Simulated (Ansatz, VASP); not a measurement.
# H22C19O (amorphous poly(phenylene vinylene) with methanol at 400 K): VASP beside Ansatz

Aim: how closely do two programs agree when they are given the same cell, functional and k mesh? Of the first pair: The structure shown is the start of the Ansatz relaxation below; VASP solves that cell, so the two are compared at the walk's first step.

Main program and level: Ansatz 0.2.0; plane waves, with VASP 6.6.1 beside it; single point at PBEsol.

### Step 1. Set-up

The cell holds 168 atoms: 76 C, 88 H and 4 O. Its edges and angles: a = 12.095 Å, b = 12.095 Å, c = 12.095 Å, α = 90.0°, β = 90.0°, γ = 90.0°. As first built, before any earlier steps moved the atoms (in the runner's words): 4 poly(phenylene vinylene) chains of 2 units, 4 methanol placed at random, at 1 g/cm^3; overlaps pushed apart, then 20 ps at 800 K with MMFF94 bonds, angles, torsions, charges and radii (Halgren, J. Comput. Chem. 17, 490 (1996)) in harmonic and 12-6 forms; charges of ions scaled by 0.8. Snapshot after 30 ps at 400 K and fixed volume.

### Step 2. Ansatz: relaxation, PBEsol

Ansatz runs on its default PAW (the set named soft_2) files.

The two programs are compared at the cell with which this relaxation starts, whose forces are those of its first step.

Contents of input.yaml:

```yaml
crystal:
  lattice:
    - [12.095, 0.0, 0.0]
    - [0.0, 12.095, 0.0]
    - [0.0, 0.0, 12.095]
  atoms:
    - { symbol: C, position: [0.96182, 0.10164, 0.31395] }
    - { symbol: C, position: [0.85928, 0.05757, 0.36811] }
    - { symbol: C, position: [0.76832, 0.02482, 0.30546] }
    - { symbol: C, position: [0.6792, 0.97616, 0.35988] }
    - { symbol: C, position: [0.68152, 0.95282, 0.47291] }
    - { symbol: C, position: [0.77544, 0.98745, 0.53242] }
    - { symbol: C, position: [0.86365, 0.03888, 0.48219] }
    - { symbol: C, position: [0.58538, 0.90137, 0.51746] }
    - { symbol: C, position: [0.57006, 0.90298, 0.62595] }
    - { symbol: C, position: [0.4676, 0.85895, 0.66136] }
    - { symbol: C, position: [0.4265, 0.75701, 0.62022] }
    - { symbol: C, position: [0.33782, 0.69629, 0.66929] }
    - { symbol: C, position: [0.28022, 0.74802, 0.75211] }
    - { symbol: C, position: [0.31547, 0.85598, 0.78975] }
    - { symbol: C, position: [0.40894, 0.9067, 0.74958] }
    - { symbol: C, position: [0.18408, 0.70132, 0.806] }
    - { symbol: C, position: [0.12616, 0.60964, 0.7685] }
    - { symbol: C, position: [0.03224, 0.57065, 0.83993] }
    - { symbol: H, position: [0.97719, 0.04099, 0.24578] }
    - { symbol: H, position: [0.94662, 0.18126, 0.28454] }
    - { symbol: H, position: [0.03408, 0.10654, 0.36745] }
    - { symbol: H, position: [0.76586, 0.04478, 0.21645] }
    - { symbol: H, position: [0.59915, 0.96692, 0.31675] }
    - { symbol: H, position: [0.77668, 0.99333, 0.62049] }
    - { symbol: H, position: [0.93347, 0.07243, 0.52666] }
    - { symbol: H, position: [0.52989, 0.86555, 0.45358] }
    - { symbol: H, position: [0.6187, 0.94173, 0.68872] }
    - { symbol: H, position: [0.47526, 0.70906, 0.55837] }
    - { symbol: H, position: [0.30986, 0.61531, 0.64913] }
    - { symbol: H, position: [0.26888, 0.894, 0.85984] }
[... 132 atom lines left out ...]
    - { symbol: C, position: [0.27562, 0.1607, 0.47057] }
    - { symbol: O, position: [0.27991, 0.2615, 0.5206] }
    - { symbol: H, position: [0.20041, 0.15764, 0.41746] }
    - { symbol: H, position: [0.35266, 0.1426, 0.42794] }
    - { symbol: H, position: [0.2705, 0.09106, 0.52972] }
    - { symbol: H, position: [0.20292, 0.2728, 0.54301] }
kpoints:
  mp_grid: { grid: [1, 1, 1] }
hamiltonian:
  xc: pbesol
scf:
  occupations: { method: gaussian, width: 0.05 }
output:
  forces: true
relax:
  f_tol: 0.05
  max_steps: 200
```

Command:

```
> ansatz run input.yaml --threads 4 --pin off --max-ram 8192MiB --backend cpu --events-out ev --progress --plain --runs-dir out
```

Numbers of over 12 decimals in the logs are rounded to 6 here.

The program printed:

```text
Engine: ansatz 0.2.0, aarch64-unknown-linux-gnu
Pseudopotentials: kind: paw
Pseudopotential: C, paw, valence charge 4, recommended cutoff 420 eV (normal), C.paw.azcp
Pseudopotential: H, paw, valence charge 1, recommended cutoff 420 eV (normal), H.paw.azcp
Pseudopotential: O, paw, valence charge 6, recommended cutoff 420 eV (normal), O.paw.azcp
Functional definition: PBEsol
  exchange = pbesol_x
  correlation = pbesol_c
Crystal: 168 atoms, lattice volume = 1769.366 Å³
Basis set: ecut = 420 eV, 34505 PW (Γ), exchange–correlation on 162×162×162 points (8 copies of the dense FFT grid, shifted against one another)
Bands: 376, of which v1, the nominal top of the filled ones, is band 208 counted from 1 (207 counted from 0)
Symmetry: 1 space group operations
Space group: P1 (ITA 1), of the structure as read, at distance tolerance 1.2e-4 Å
k-points: 1
Non-local potential: C, projectors of the file, l = 0: 2, l = 1: 2, l = 2: 1
Non-local potential: H, projectors of the file, l = 0: 2, l = 1: 1
Non-local potential: O, projectors of the file, l = 0: 2, l = 1: 2, l = 2: 1
PAW form: soft (Blöchl's): semilocal exchange-correlation on the pseudo side does not see the compensation charge
PAW frozen core: C, regenerated for the run's functional, and the local potential with it (the file was generated under x = pbe(κ = 0.804, μ = 0.219515), c = pbe(β = 0.066725))
PAW frozen core: O, regenerated for the run's functional, and the local potential with it (the file was generated under x = pbe(κ = 0.804, μ = 0.219515), c = pbe(β = 0.066725))
PAW one-centre angular grid: C, 110 points (default); XC on 64 Gauss nodes
PAW one-centre angular grid: H, 110 points (default); XC on 64 Gauss nodes
PAW one-centre angular grid: O, 110 points (default); XC on 64 Gauss nodes
Initial density: superposition of atomic densities (neutral atoms: chi_scale 0, normalization atom), corrected by the library's trained network
Initial wavefunctions: pseudopotential atomic-orbital guess
Functional: x = pbesol(κ = 0.804, μ = 0.123457), c = pbesol(β = 0.046)
SCF iter   1: F=—  HF=-22360.746980 eV  |F-HF|=—  |Δ(HF+E_count)|=         —  Δρ=5.05e-3  dr2=5.11e-1  ethr=1.77e-3  ⟨swp⟩=5.0  Hψ=1555  notcnv=0  defer=146
preconditioner: auto → Resta (q_TF=auto, 2.143 Å⁻¹)  ε∞=2.5  [insulator: Δε(μ)=2.256 eV  Ē_g=14.787 eV  σ=0.050 eV  W_gap=1.00  n_scr=304 (ndim 8)  ℏωp=17.8 eV  f_vac=0.211  D(μ)=0.00/eV (n_scr^D=0)  ε∞_Penn≈2.5]
SCF iter   2: F=—  HF=-22360.676811 eV  |F-HF|=—  |Δ(HF+E_count)|=   7.02e-2  Δρ=2.40e-3  dr2=1.02e-1  ethr=1.23e-4  ⟨swp⟩=3.0  Hψ=598  notcnv=0  defer=163
SCF iter   3: F=—  HF=-22360.687144 eV  |F-HF|=—  |Δ(HF+E_count)|=   1.03e-2  Δρ=7.80e-4  dr2=1.82e-2  ethr=2.45e-5  ⟨swp⟩=2.0  Hψ=373  notcnv=0  defer=163
SCF iter   4: F=—  HF=-22360.692530 eV  |F-HF|=—  |Δ(HF+E_count)|=   5.39e-3  Δρ=2.66e-4  dr2=2.30e-3  ethr=4.37e-6  ⟨swp⟩=2.0  Hψ=543  notcnv=0  defer=164
SCF iter   5: F=—  HF=-22360.693841 eV  |F-HF|=—  |Δ(HF+E_count)|=   1.31e-3  Δρ=1.36e-4  dr2=5.15e-4  ethr=5.52e-7  ⟨swp⟩=2.0  Hψ=413  notcnv=0  defer=164
SCF iter   6: F=—  HF=-22360.694037 eV  |F-HF|=—  |Δ(HF+E_count)|=   1.95e-4  Δρ=4.71e-5  dr2=5.36e-5  ethr=1.24e-7  ⟨swp⟩=2.0  Hψ=413  notcnv=0  defer=164
SCF iter   7: F=-22360.694069 eV  HF=-22360.694068 eV  |F-HF|=1.08e-6  |Δ(HF+E_count)|=   3.18e-5  Δρ=2.05e-5  dr2=9.59e-6  ethr=1.29e-8  ⟨swp⟩=4.0  Hψ=891  notcnv=0
SCF 1 converged in 7 iterations: F = -22360.694069 eV  dr2 = 9.59e-6
  greatest PAW one-centre occupation: 0.864 electrons in one spin orbital (limit 2), on the O atom at site 163 (counted from 0), in its partial waves of l = 0
relax step   1: F+E_penalty+E_count = -22360.69406941 eV  Δ(F+E_penalty+E_count) = +0.000e0 eV  max|allowed force component| = 5.567e0 eV/Å  Δτ_max = 0.0000 Å  (7 SCF iters, dr2 threshold 6.25e-5 eV, accepted)
Initial density: handed on by an earlier stage of this run
Initial wavefunctions: those handed on with the density
iter 1 solved again at ethr=7.57e-4 eV; its pass at ethr=3.10e-3 eV (dr2=3.15e0 eV) is discarded
SCF iter   1: F=—  HF=-22368.246184 eV  |F-HF|=—  |Δ(HF+E_count)|=         —  Δρ=1.81e-2  dr2=3.22e0  ethr=7.57e-4  ⟨swp⟩=1.0  Hψ=1329  notcnv=0  defer=159
preconditioner: auto → Resta (q_TF=auto, 2.143 Å⁻¹)  ε∞=2.5  [insulator: Δε(μ)=2.199 eV  Ē_g=14.721 eV  σ=0.050 eV  W_gap=1.00  n_scr=304 (ndim 8)  ℏωp=17.8 eV  f_vac=0.213  D(μ)=0.00/eV (n_scr^D=0)  ε∞_Penn≈2.5]
SCF iter   2: F=—  HF=-22367.473567 eV  |F-HF|=—  |Δ(HF+E_count)|=   7.73e-1  Δρ=8.05e-3  dr2=4.74e-1  ethr=7.57e-4  ⟨swp⟩=2.0  Hψ=383  notcnv=0  defer=159
SCF iter   3: F=—  HF=-22367.403948 eV  |F-HF|=—  |Δ(HF+E_count)|=   6.96e-2  Δρ=2.17e-3  dr2=6.01e-2  ethr=1.14e-4  ⟨swp⟩=2.0  Hψ=429  notcnv=0  defer=159
SCF iter   4: F=—  HF=-22367.399473 eV  |F-HF|=—  |Δ(HF+E_count)|=   4.47e-3  Δρ=5.75e-4  dr2=4.99e-3  ethr=1.45e-5  ⟨swp⟩=2.0  Hψ=569  notcnv=0  defer=159
[...]
- { symbol: H, position: [0.973453, 0.480217, 0.254144] }
    - { symbol: H, position: [0.057296, 0.374228, 0.038133] }
    - { symbol: H, position: [0.821485, 0.373587, 0.237419] }
    - { symbol: H, position: [0.624013, 0.377180, 0.185293] }
    - { symbol: H, position: [0.713856, 0.420408, 0.843761] }
    - { symbol: H, position: [0.911197, 0.412834, 0.894764] }
    - { symbol: H, position: [0.478882, 0.377775, 0.044616] }
    - { symbol: H, position: [0.553145, 0.517150, 0.846325] }
    - { symbol: H, position: [0.348940, 0.572651, 0.884615] }
    - { symbol: H, position: [0.358884, 0.463679, 0.789057] }
    - { symbol: H, position: [0.324744, 0.434803, 0.931374] }
    - { symbol: C, position: [0.720454, 0.725534, 0.064149] }
    - { symbol: C, position: [0.760491, 0.763189, 0.953468] }
    - { symbol: C, position: [0.861737, 0.818146, 0.941727] }
    - { symbol: C, position: [0.903837, 0.844977, 0.838492] }
    - { symbol: C, position: [0.846344, 0.816824, 0.741507] }
    - { symbol: C, position: [0.741662, 0.767864, 0.753823] }
    - { symbol: C, position: [0.699836, 0.741503, 0.857372] }
    - { symbol: C, position: [0.892464, 0.830700, 0.631448] }
    - { symbol: C, position: [0.00101245, 0.845642, 0.609560] }
    - { symbol: C, position: [0.054700, 0.846242, 0.502502] }
    - { symbol: C, position: [-0.000846012, 0.846512, 0.400312] }
    - { symbol: C, position: [0.057415, 0.836338, 0.302085] }
    - { symbol: C, position: [0.173333, 0.825377, 0.299960] }
    - { symbol: C, position: [0.228739, 0.831243, 0.401901] }
    - { symbol: C, position: [0.170990, 0.841397, 0.499958] }
    - { symbol: C, position: [0.230243, 0.806736, 0.195690] }
    - { symbol: C, position: [0.337550, 0.780953, 0.183070] }
    - { symbol: C, position: [0.392749, 0.760891, 0.075494] }
    - { symbol: H, position: [0.759759, 0.772152, 0.131740] }
    - { symbol: H, position: [0.740097, 0.637192, 0.076810] }
    - { symbol: H, position: [0.630121, 0.733520, 0.071994] }
    - { symbol: H, position: [0.908982, 0.839750, 0.016020] }
    - { symbol: H, position: [-0.016784, 0.888008, 0.832644] }
    - { symbol: H, position: [0.693457, 0.748612, 0.679625] }
    - { symbol: H, position: [0.618461, 0.702235, 0.864120] }
    - { symbol: H, position: [0.833751, 0.820632, 0.562872] }
    - { symbol: H, position: [0.058466, 0.849582, 0.679757] }
    - { symbol: H, position: [0.909003, 0.854941, 0.397608] }
    - { symbol: H, position: [0.012169, 0.834921, 0.223549] }
    - { symbol: H, position: [0.319133, 0.827002, 0.404773] }
    - { symbol: H, position: [0.216376, 0.843629, 0.578273] }
[...]
- { symbol: C, position: [0.427462, 0.070124, 0.222872] }
    - { symbol: C, position: [0.355408, 0.097678, 0.126390] }
    - { symbol: C, position: [0.242220, 0.073989, 0.128311] }
    - { symbol: C, position: [0.174069, 0.103260, 0.040850] }
    - { symbol: C, position: [0.215480, 0.159596, 0.948042] }
    - { symbol: C, position: [0.329673, 0.181154, 0.945070] }
[...]
- { symbol: C, position: [0.114837, 0.396363, 0.630368] }
    - { symbol: C, position: [0.848604, 0.471072, 0.485306] }
    - { symbol: C, position: [0.860320, 0.570945, 0.438037] }
    - { symbol: C, position: [0.776253, 0.624725, 0.366841] }
[...]
- { symbol: C, position: [0.525499, 0.465860, 0.622248] }
    - { symbol: O, position: [0.412464, 0.463563, 0.594735] }
[...]
- { symbol: C, position: [0.747714, 0.105301, 0.914653] }
    - { symbol: O, position: [0.855396, 0.149212, 0.929821] }
[...]
- { symbol: C, position: [0.420246, 0.187548, 0.558761] }
    - { symbol: O, position: [0.389944, 0.273832, 0.485607] }
    - { symbol: H, position: [0.359382, 0.176115, 0.626105] }
    - { symbol: H, position: [0.430295, 0.107838, 0.515152] }
    - { symbol: H, position: [0.500426, 0.208984, 0.596314] }
    - { symbol: H, position: [0.310958, 0.261028, 0.462882] }
    - { symbol: C, position: [0.145087, 0.126228, 0.474474] }
    - { symbol: O, position: [0.179333, 0.233982, 0.441147] }
    - { symbol: H, position: [0.061468, 0.106840, 0.443751] }
    - { symbol: H, position: [0.203268, 0.066689, 0.438161] }
    - { symbol: H, position: [0.146098, 0.116583, 0.565197] }
    - { symbol: H, position: [0.135880, 0.289091, 0.481772] }
```

### Step 3. VASP: single point, PBEsol, start cell, pair 1

The same cell, functional, mesh and smearing now go to VASP, with its own data sets.

Lines of VASP's logs that name or quote its potential files are left out, and so is its time.

Contents of INCAR:

```
SYSTEM = H22C19O
PREC = Accurate
ENCUT = 520
EDIFF = 1E-06
NELM = 120
ISMEAR = 0
SIGMA = 0.05
LREAL = Auto
ALGO = Normal
GGA = PS
NBANDS = 325
LORBIT = 11
LWAVE = .FALSE.
LCHARG = .FALSE.
ISIF = 2
LASPH = .TRUE.
GGA_COMPAT = .FALSE.
EFERMI = MIDGAP
```

Contents of POSCAR:

```
H22C19O
1.0
   12.0950000000      0.0000000000      0.0000000000
    0.0000000000     12.0950000000      0.0000000000
    0.0000000000      0.0000000000     12.0950000000
C H O
76 88 4
Direct
    0.9618189334      0.1016370401      0.3139479124
    0.8592806945      0.0575692435      0.3681107896
    0.7683174866      0.0248201736      0.3054568003
    0.6791980157      0.9761637040      0.3598759818
    0.6815212898      0.9528234808      0.4729061596
    0.7754361306      0.9874493592      0.5324183547
    0.8636461348      0.0388838363      0.4821909880
    0.5853823894      0.9013724680      0.5174617611
    0.5700620091      0.9029764365      0.6259528731
    0.4675981811      0.8589499793      0.6613559322
    0.4264985531      0.7570070277      0.6202232327
    0.3378172799      0.6962877222      0.6692930963
    0.2802232327      0.7480198429      0.7521124432
    0.3154692021      0.8559818107      0.7897478297
    0.4089375775      0.9066969822      0.7495824721
    0.1840760645      0.7013228607      0.8060024804
    0.1261595701      0.6096403473      0.7684993799
    0.0322364613      0.5706490285      0.8399338570
    0.4297726333      0.5094501860      0.3474493592
    0.3183133526      0.4997188921      0.2953038446
    0.2986523357      0.4300702770      0.2124183547
    0.1952128979      0.4174038859      0.1602893758
    0.1090863993      0.4821000413      0.1960892931
    0.1231914014      0.5578916908      0.2785035138
    0.2265977677      0.5597684994      0.3307730467
    0.9955932203      0.4698801158      0.1601818933
    0.9606366267      0.3844067797      0.1038280281
    0.8436295990      0.3884332369      0.0669202150
    0.7610582885      0.3679867714      0.1433484911
    0.6546672179      0.3793716412      0.1145928069
[... 132 atom lines left out ...]
    0.2705002067      0.0910624225      0.5297230260
    0.2029185614      0.2727986771      0.5430095081
    0.4887722199      0.5044729227      0.6290037205
    0.7917238528      0.1414716825      0.9518478710
    0.5299462588      0.3071186441      0.5260934270
    0.2799090533      0.2614964862      0.5206035552
```

Contents of KPOINTS:

```
Automatic mesh
0
Gamma
1 1 1
0 0 0
```

Potentials, in the order of the species: C, H and O (PBE family, release 64).

Command:

```
> export OMP_NUM_THREADS=3
> mpirun -np 1 vasp_gam
```

The program printed:

```text
[banner, memory and clock lines left out]
running    1 mpi-ranks, on    1 nodes
[...]
Offloading initialized ...    1 GPUs detected
[...]
|                                                                             |
|               ----> ADVICE to this user running VASP <----                  |
|                                                                             |
|     You enforced a specific xc type in the INCAR file but a different       |
|     [... a line on the potential file left out ...]
|     I HOPE YOU KNOW WHAT YOU ARE DOING!                                     |
|                                                                             |

 LDA part: xc-table for (Slater+PW92), standard interpolation
 POSCAR, INCAR and KPOINTS ok, starting setup
[...]
entering main loop
       N       E                     dE             d eps       ncg     rms          rms(c)
DAV:   1     0.266468309677E+04    0.26647E+04   -0.21072E+05   666   0.117E+03
DAV:   2    -0.807964420957E+03   -0.34726E+04   -0.32771E+04   807   0.271E+02
DAV:   3    -0.114021305546E+04   -0.33225E+03   -0.32890E+03   812   0.847E+01
DAV:   4    -0.114871773115E+04   -0.85047E+01   -0.84770E+01   804   0.155E+01
[...]
DAV:  17    -0.104565801416E+04   -0.82103E-05   -0.24267E-05   820   0.121E-02    0.553E-03
DAV:  18    -0.104565801603E+04   -0.18644E-05   -0.82699E-06   836   0.750E-03    0.274E-03
DAV:  19    -0.104565801679E+04   -0.76064E-06   -0.24390E-06   692   0.346E-03
   1 F= -.10456580E+04 E0= -.10456580E+04  d E =0.000000E+00
```

From OUTCAR (step 3):

```text
  FREE ENERGIE OF THE ION-ELECTRON SYSTEM (eV)
  ---------------------------------------------------
  free  energy   TOTEN  =     -1045.6580167884 eV

  energy  without entropy=    -1045.6580167884  energy(sigma->0) =    -1045.65801679
```

The run ends at a pressure of 3.34 GPa, with forces up to 6.4 eV/Å.

### Step 4. Side by side

Known differences besides the potentials themselves: the cutoff is 420 eV in Ansatz and 520 eV in VASP (PREC = Accurate, projectors in real space); Ansatz makes its cores anew for this functional, VASP keeps those of its PBE data sets. Total energies have different zeros and are not compared.

Forces on 9 of the 168 atoms, those with the largest forces and the largest differences (eV/Å; atoms numbered as in POSCAR):

| atom | Ansatz x, y, z | VASP x, y, z |
| --- | --- | --- |
| C28 | 2.446, -1.819, 5.567 | 2.477, -1.829, 5.583 |
| C30 | -1.202, -0.607, 3.463 | -1.233, -0.616, 3.495 |
| C33 | 0.587, 1.005, -4.797 | 0.615, 1.021, -4.832 |
| C47 | 3.971, 1.694, 1.325 | 3.926, 1.679, 1.326 |
| C56 | -1.438, -0.265, 4.418 | -1.429, -0.260, 4.449 |
| C63 | -2.234, 2.107, -3.096 | -2.207, 2.108, -3.116 |
| C75 | -0.864, -1.647, 3.171 | -0.770, -1.807, 3.149 |
| C76 | -0.517, -1.942, -0.415 | -0.491, -2.112, -0.503 |
| O168 | 0.049, 1.481, 0.871 | 0.146, 1.634, 0.922 |

The forces differ by 30 meV/Å r.m.s., which is 2.7 % of the r.m.s. force of 1.106 eV/Å (both taken over all components).

[end of part 1 of 2]

[Lines on the potential files, build, host, timing and source positions are cut from VASP's logs without a mark.]

[Logs are printed without paths, hosts, clocks, repeated set-up lines and the standing remarks that a program may print on its own settings, such as how far it seeks lower states.]

[Hosts, paths, dates, database ids (printed as entryN), source tags and the programs' standing remarks are cut or masked in the printed files.]

[The MMFF94 radii named for the starting cell were scaled by 0.96; in molecules described by MMFF94, hydrogen bound to N, O or S took a small fixed 12-6 site in their place.]
